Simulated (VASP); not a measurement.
The cell holds one Zn (hcp) (0 0 0 1) slab, with vacuum along c, ions free to move until forces fall under 0.03 eV/Å, no reconstruction beyond this cell, dipole correction on.

Given:

```yaml
crystal:
  lattice:
    - [2.64366, 0.00000, 0.00000]
    - [-1.32183, 2.28947, 0.00000]
    - [0.00000, 0.00000, 23.39001]
  atoms:
    - { symbol: Zn, position: [0.66667, 0.33333, 0.35048] }
    - { symbol: Zn, position: [0.66667, 0.33333, 0.54907] }
    - { symbol: Zn, position: [0.33333, 0.66667, 0.45093] }
    - { symbol: Zn, position: [0.33333, 0.66667, 0.64952] }
```

Level of theory: PBEsol GGA, VASP's PBE PAW potentials (set 64) (plane waves; VASP 6.6.1). Run with 400 eV cut-off, 12×12×1 Γ-centred mesh, first-order Methfessel-Paxton smearing of 0.10 eV, potentials Zn.

Slab and bulk use different k-meshes, so the surface energy is good to a few per cent at best.

| Item | Value |
|---|---|
| surface energy | 0.49 J/m² |
| work function | 4.10 eV |
| band gap (on the k-mesh) | none (metal, semimetal or under 0.01 eV) |

The cell is a thin slab with vacuum, built from Zn (hcp): (001) face.
